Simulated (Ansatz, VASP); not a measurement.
# GaBiN2: VASP beside Ansatz, part 2 of 2

Aim: how closely do two programs agree when they are given the same cell, functional and k mesh? The cell is invented: As first built, before any earlier steps moved the atoms (in the runner's words): it takes the InGaN2 structure with some of its atoms replaced by other elements, volume scaled by an estimate. It may not be a known or stable phase. The cell is taken from a series of VASP runs on this material, whose earlier steps may have relaxed, scaled or displaced it; both programs get it as it stands.

VASP 6.6.1 and Ansatz 0.2.0.

So far: Set-up; VASP: relaxation of cell and atoms, BLYP with D3(BJ).

### 3. Ansatz: relaxation of cell and atoms, BLYP with D3(BJ)

Level of this step: Ansatz beside VASP: Kohn-Sham DFT, plane waves, BLYP with D3(BJ) (Ansatz).

Ansatz runs on its default PAW (the set named soft_2) files.

The same cell, functional (in two slightly different forms), mesh and smearing now go to Ansatz, which takes its cutoff from its data sets.

input.yaml reads:

```yaml
crystal:
  lattice:
    - [3.3725979139, -1.03e-08, 0.0]
    - [-1.6862984697, 2.9207551446, 0.0]
    - [0.0, 0.0, 6.4232831153]
  atoms:
    - { symbol: Bi, position: [0.0, 0.0, 0.9996638726] }
    - { symbol: Ga, position: [0.66666667, 0.33333333, 0.497201329] }
    - { symbol: "N", position: [0.66666667, 0.33333333, 0.1808877491] }
    - { symbol: "N", position: [0.0, 0.0, 0.5638460493] }
hamiltonian:
  xc: blyp
  pseudopotentials: { kind: paw }
  dispersion: d3bj
kpoints:
  mp_grid: { grid: [9, 9, 4] }
scf:
  occupations: { method: gaussian, width: 0.05 }
relax:
  f_tol: 0.01
  max_steps: 60
  cell: { stress_tol: 0.05 }
output:
  forces: true
  stress: true
```

Started as:

```bash
$ ansatz run input.yaml --threads 4 --pin off --max-ram 9216MiB --backend cpu --events-out ev --progress --plain --runs-dir out
```

Numbers of over 12 decimals in the logs are rounded to 6 here.

The log of the run:

```text
Warning: the atoms were moved onto the symmetric positions of the space group found under crystal.symmetry.tolerance 1.0e-5 (fractional; no operation is sought that the atoms, as they stand in a round, miss by more than twice it, and no atom is moved by as much as it), and the run uses the moved positions. Before a round's move an operation carried an atom to 1.69e-8 Å from where it should land, the largest such dist [...]
Engine: ansatz 0.2.0, aarch64-unknown-linux-gnu
Pseudopotentials: kind: paw
Pseudopotential: Bi, paw, valence charge 15, recommended cutoff 420 eV (normal), Bi.paw.azcp
Pseudopotential: Ga, paw, valence charge 13, recommended cutoff 420 eV (normal), Ga.paw.azcp
Pseudopotential: N, paw, valence charge 5, recommended cutoff 420 eV (normal), N.paw.azcp
Functional definition: BLYP
  parameter beta = 0.0042
  parameter a = 0.04918
  parameter b = 0.132
  parameter c = 0.2533
  parameter d = 0.349
  exchange = b88_x(beta = beta)
  correlation = lyp_c(a = a, b = b, c = c, d = d)
Crystal: 4 atoms, lattice volume = 63.273 Å³
Basis set: ecut = 420 eV, 1257 PW (Γ), exchange–correlation on 48×48×90 points (8 copies of the dense FFT grid, shifted against one another)
Bands: 23, of which v1, the nominal top of the filled ones, is band 19 counted from 1 (18 counted from 0)
Symmetry: 6 space group operations
Space group: P3m1 (ITA 156), of the structure as read, at distance tolerance 4.0e-5 Å
k-points: 43 of 324 (time reversal used)
Non-local potential: Bi, projectors of the file, l = 0: 2, l = 1: 2, l = 2: 2, l = 3: 2
Non-local potential: Ga, projectors of the file, l = 0: 2, l = 1: 2, l = 2: 3, l = 3: 1
Non-local potential: N, projectors of the file, l = 0: 2, l = 1: 2, l = 2: 1
PAW form: soft (Blöchl's): semilocal exchange-correlation on the pseudo side does not see the compensation charge
PAW frozen core: Bi, regenerated for the run's functional, and the local potential with it (the file was generated under x = pbe(κ = 0.804, μ = 0.219515), c = pbe(β = 0.066725))
PAW frozen core: Ga, regenerated for the run's functional, and the local potential with it (the file was generated under x = pbe(κ = 0.804, μ = 0.219515), c = pbe(β = 0.066725))
PAW frozen core: N, regenerated for the run's functional, and the local potential with it (the file was generated under x = pbe(κ = 0.804, μ = 0.219515), c = pbe(β = 0.066725))
PAW one-centre angular grid: Bi, 590 points (default); XC on 64 Gauss nodes
PAW one-centre angular grid: Ga, 590 points (default); XC on 64 Gauss nodes
PAW one-centre angular grid: N, 110 points (default); XC on 64 Gauss nodes
Initial density: superposition of atomic densities (neutral atoms: chi_scale 0, normalization atom), corrected by the library's trained network
Initial wavefunctions: pseudopotential atomic-orbital guess
Functional: x = b88, c = lyp
SCF iter   1: F=—  HF=-16989.933561 eV  |F-HF|=—  |Δ(HF+E_count)|=         —  Δρ=1.68e-2  dr2=1.72e-1  ethr=1.77e-3  ⟨swp⟩=6.0  Hψ=4726  notcnv=0
preconditioner: auto → LDOS  [insulator: Δε(μ)=0.074 eV  Ē_g=16.475 eV  σ=0.050 eV  W_gap=0.56  n_scr=22 (ndim 8)  ℏωp=28.8 eV  f_vac=0.013  D(μ)=0.57/eV (n_scr^D=2)  ε∞_Penn≈4.1  β→1.0]
SCF iter   2: F=—  HF=-16989.946512 eV  |F-HF|=—  |Δ(HF+E_count)|=   1.30e-2  Δρ=1.85e-2  dr2=2.35e-1  ethr=4.52e-4  ⟨swp⟩=2.4  Hψ=2109  notcnv=0
SCF iter   3: F=—  HF=-16989.895916 eV  |F-HF|=—  |Δ(HF+E_count)|=   5.06e-2  Δρ=1.68e-3  dr2=1.59e-3  ethr=4.52e-4  ⟨swp⟩=2.1  Hψ=1475  notcnv=0
SCF iter   4: F=—  HF=-16989.895866 eV  |F-HF|=—  |Δ(HF+E_count)|=   5.02e-5  Δρ=5.46e-4  dr2=1.17e-4  ethr=4.19e-6  ⟨swp⟩=2.0  Hψ=1579  notcnv=0
SCF iter   5: F=—  HF=-16989.895761 eV  |F-HF|=—  |Δ(HF+E_count)|=   1.05e-4  Δρ=1.36e-4  dr2=1.03e-5  ethr=3.07e-7  ⟨swp⟩=2.0  Hψ=1587  notcnv=0
SCF iter   6: F=—  HF=-16989.895748 eV  |F-HF|=—  |Δ(HF+E_count)|=   1.26e-5  Δρ=3.21e-5  dr2=6.63e-7  ethr=2.71e-8  ⟨swp⟩=2.0  Hψ=1571  notcnv=0
SCF iter   7: F=-16989.895748 eV  HF=-16989.895748 eV  |F-HF|=9.07e-9  |Δ(HF+E_count)|=   4.88e-7  Δρ=8.32e-6  dr2=4.35e-8  ethr=2.63e-10  ⟨swp⟩=5.0  Hψ=4077  notcnv=0
SCF 1 converged in 7 iterations: F = -16989.895748 eV  dr2 = 4.35e-8
  greatest PAW one-centre occupation: 0.995 electrons in one spin orbital (limit 2), on the Ga atom at site 1 (counted from 0), in its partial waves of l = 2
relax step   1: F+E_penalty+E_count = -16989.89574844 eV  Δ(F+E_penalty+E_count) = +0.000e0 eV  max|allowed force component| = 6.361e-2 eV/Å  Δτ_max = 0.0000 Å  P = -0.001 GPa  Ω = 63.273 Å³  (7 SCF iters, dr2 threshold 1.00e-7 eV, accepted)
[... from here on, the SCF cycles and remarks between the steps are left out ...]
relax step   2: F+E_penalty+E_count = -16989.89211101 eV  Δ(F+E_penalty+E_count) = +3.637e-3 eV  max|allowed force component| = 2.873e-1 eV/Å  Δτ_max = 0.0306 Å  P = -0.532 GPa  Ω = 64.101 Å³  energy of the carried Pulay correction = -2.162e-3 eV  (5 SCF iters, dr2 threshold 4.00e-7 eV, rejected (line search))
relax step   3: F+E_penalty+E_count = -16989.89796643 eV  Δ(F+E_penalty+E_count) = -2.218e-3 eV  max|allowed force component| = 3.705e-2 eV/Å  Δτ_max = 0.0090 Å  P = -0.053 GPa  Ω = 63.463 Å³  energy of the carried Pulay correction = -5.000e-4 eV  (9 SCF iters, accepted)
relax step   4: F+E_penalty+E_count = -16989.89804000 eV  Δ(F+E_penalty+E_count) = -7.357e-5 eV  max|allowed force component| = 3.008e-2 eV/Å  Δτ_max = 0.0043 Å  P = -0.097 GPa  Ω = 63.560 Å³  energy of the carried Pulay correction = -7.525e-4 eV  (6 SCF iters, dr2 threshold 8.58e-8 eV, accepted)
relax step   5: F+E_penalty+E_count = -16989.89819225 eV  Δ(F+E_penalty+E_count) = -1.522e-4 eV  max|allowed force component| = 2.945e-2 eV/Å  Δτ_max = 0.0072 Å  P = +0.113 GPa  Ω = 63.536 Å³  energy of the carried Pulay correction = -6.900e-4 eV  (6 SCF iters, dr2 threshold 5.66e-8 eV, accepted)
relax step   6: F+E_penalty+E_count = -16989.89815741 eV  Δ(F+E_penalty+E_count) = +3.484e-5 eV  max|allowed force component| = 1.917e-3 eV/Å  Δτ_max = 0.0018 Å  P = -0.005 GPa  Ω = 63.569 Å³  energy of the carried Pulay correction = -7.779e-4 eV  (5 SCF iters, dr2 threshold 5.68e-8 eV, accepted)
relax step   7: F+E_penalty+E_count = -16989.89940027 eV  Δ(F+E_penalty+E_count) = -1.243e-3 eV  max|allowed force component| = 1.842e-3 eV/Å  Δτ_max = 0.0000 Å  P = +0.017 GPa  Ω = 63.569 Å³  stress off target by 8.58e-2 GPa  SCF on the basis re-selected at this cell (its energy is not comparable with the rows above)  (7 SCF iters)
relax step   8: F+E_penalty+E_count = -16989.89934089 eV  Δ(F+E_penalty+E_count) = +5.938e-5 eV  max|allowed force component| = 1.729e-4 eV/Å  Δτ_max = 0.0007 Å  P = +0.002 GPa  Ω = 63.595 Å³  energy of the carried Pulay correction = -7.511e-5 eV  (5 SCF iters, dr2 threshold 1.84e-8 eV, accepted)
relax step   9: F+E_penalty+E_count = -16989.89941324 eV  Δ(F+E_penalty+E_count) = -7.235e-5 eV  max|allowed force component| = 1.860e-4 eV/Å  Δτ_max = 0.0000 Å  P = +0.003 GPa  Ω = 63.595 Å³  stress off target by 8.61e-3 GPa  SCF on the basis re-selected at this cell (its energy is not comparable with the rows above)  (5 SCF iters)
basis re-selected at this cell: Δ(F+E_penalty+E_count) = -7.235e-5 eV, ΔP = +0.001 GPa vs the last step (what re-selecting the basis moved, of the pressure what is left beyond the Pulay correction that the steps carried, after the strain that the cell walked since its last selection, with what the two solves' SCF thresholds leave and, on support functions, any second-order correction that the steps lacked; it is no m [...]
SCF converged after 5 iterations
Free energy (F): -16989.899413 eV
Harris-Foulkes:  -16989.899413 eV  (|F-HF|=7.28e-12)
Internal energy: -16989.898106 eV  (E = F + TS)
E sigma→0 (E₀):  -16989.898760 eV
Entropy (-TS):   -0.001307 eV (-0.327 meV/atom)
Fermi energy:    10.582328 eV
--- Per-component energies (eV) ---
  E_band       = -86.880516
  E_kinetic    = 677.949535
  E_local      = -3774.097505  (includes V_loc(G=0)·N_el)
  E_nonlocal   = 1077.042404
  E_hartree    = 1509.533383
  E_xc         = -334.656183
  E_vxc        = -347.074530  (∫ρ·V_xc dr)
  E_paw        = -12957.104221  (= ΣΔE_a)
  E_vpaw       = -739.766839  (= ΣTr[D̂ρ^β])
  E_aug_tail   = -0.000406  (compensation charges beyond the density's cutoff)
  E_ewald      = -3186.006550
  E_disp       = -2.494505  (pairwise vdW)
  E_core_change = -0.064059  (= ΣΔE_core)
  E_smearing   = -0.001307  (= −TS)
  E_closure    = 0.000000  (closes the sum)
  Σ components = -16989.899413   (vs F -16989.899413, Δ=0.00e0)
--- Forces (eV/Å), atoms counted from 1 ---
  atom   1  Bi     0.00000000    -0.00000000     0.00006862
  atom   2  Ga    -0.00000000    -0.00000000     0.00011415
  atom   3  N     -0.00000000     0.00000000     0.00001453
  atom   4  N      0.00000000     0.00000000    -0.00018226
  max |Σ_I F_I| component: 1.50e-5 eV/Å
--- Stress (GPa, compression-positive) ---
        0.000674       0.000000       0.000000
       -0.000000       0.000674       0.000000
        0.000000       0.000000       0.008608
  P = ⅓ Tr σ = 0.0033 GPa (0.033 kbar)
--- Relaxed structure (7 steps of the walk, 6 accepted, 2 SCFs on fresh bases) ---
  F+E_penalty+E_count = -16989.89941324 eV   max|allowed force component| = 1.860e-4 eV/Å   (the final SCF, on the basis selected at the relaxed cell)
  cell:  # Å, volume = 63.5953 Å³
    - [3.361233, -2.854985819354778e-7, 1.0654901777476163e-18]
    - [-1.680616, 2.910913, -2.1309803554952244e-18]
    - [2.0292796898982063e-18, -3.514816215128546e-18, 6.499763]
  atoms:
    - { symbol: Bi, position: [1.8503717008154228e-17, -1.8862815005164406e-17, 1.002211] }
    - { symbol: Ga, position: [0.666667, 0.333333, 0.496856] }
    - { symbol: N, position: [0.666667, 0.333333, 0.181785] }
    - { symbol: N, position: [1.8503717008154222e-17, -1.806679414078705e-17, 0.560747] }
```

Wall time 15 s (4 threads of Arm Neoverse V1, shared host); peak memory 0.45 GiB; 56 s of CPU time.

### 4. Comparison

Known differences besides the potentials themselves: both relaxations stop at a tolerance, which leaves soft axes loose, and VASP keeps its plane-wave basis; the cutoff is 420 eV in Ansatz and 520 eV in VASP; Ansatz makes its cores anew for this functional, VASP keeps those of its PBE data sets; VASP leaves aspherical gradient terms in its spheres out (LASPH is not set), Ansatz keeps them; VASP's log shows a relativistic correction to its local exchange, Ansatz's none; Ansatz adds a Pulay correction to the stress that steers its cell, VASP none. Total energies have different zeros and are not compared.

Compared:

```
                                         quantity  Ansatz   VASP  difference
                                      volume (Å³)   63.60  63.83     -0.37 %
edge a after relaxation, in the typed setting (Å)   3.361  3.369     -0.25 %
edge c after relaxation, in the typed setting (Å)   6.500  6.492     +0.12 %
```

The walks stopped with 0.00 GPa left in Ansatz and -0.02 GPa in VASP; each walk ends within a tolerance, so the volume difference is uncertain by about these residues over the bulk modulus, most in soft cells.

### 5. What came out

| Property | Result |
| --- | --- |
| difference in volume (relaxation of cell and atoms, BLYP with D3(BJ)) | -0.37 % |

In words: The difference in volume is -0.37 % (relaxation of cell and atoms, BLYP with D3(BJ)), within the 1.2 % picked in this series as the mark of a large difference, as far as the stopping tolerances let one tell. How closely two codes agree says nothing of how well the functional describes the real material.

[Lines on the potential files, build, host, timing and source positions are cut from VASP's logs without a mark.]

[Logs are printed without paths, hosts, clocks, repeated set-up lines and the standing remarks that a program may print on its own settings, such as how far it seeks lower states.]

[Hosts, paths, dates, database ids (printed as entryN), source tags and the programs' standing remarks are cut or masked in the printed files.]
